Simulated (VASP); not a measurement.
```
CELL_PARAMETERS angstrom
      0.00000     2.95629     2.95629
      2.95629     0.00000     2.95629
      2.95629     2.95629     0.00000
ATOMIC_POSITIONS crystal
  Cu 0.00000 0.00000 0.00000
  I  0.25000 0.25000 0.25000
```

Computed with AM05 GGA, VASP's PBE PAW potentials (set 64) (plane waves; VASP 6.6.1). Numerical set-up: 520 eV cut-off, 8×8×8 Γ-centred mesh, Gaussian smearing of 0.050 eV, potentials Cu I.

Unless said otherwise, spin-orbit coupling is left out, though it shifts the bands of the heavy elements here.

Question: Estimate the energy per atom (σ→0), pressure, band gap (on the k-mesh) with the smallest direct gap where there is one.

Answer: 
| Item | Result |
|---|---|
| band gap (on the k-mesh) | 1.34 eV |
| smallest direct gap (on the k-mesh) | 1.34 eV |
| energy per atom (σ→0) | -2.900 eV/atom |
| pressure | 1.41 GPa |

Total energies compare only between runs with the same potentials, cut-off and functional.

The compound is CuI in the zinc blende structure. This cell is one point of a volume scan, at 0.97 of the reference volume.
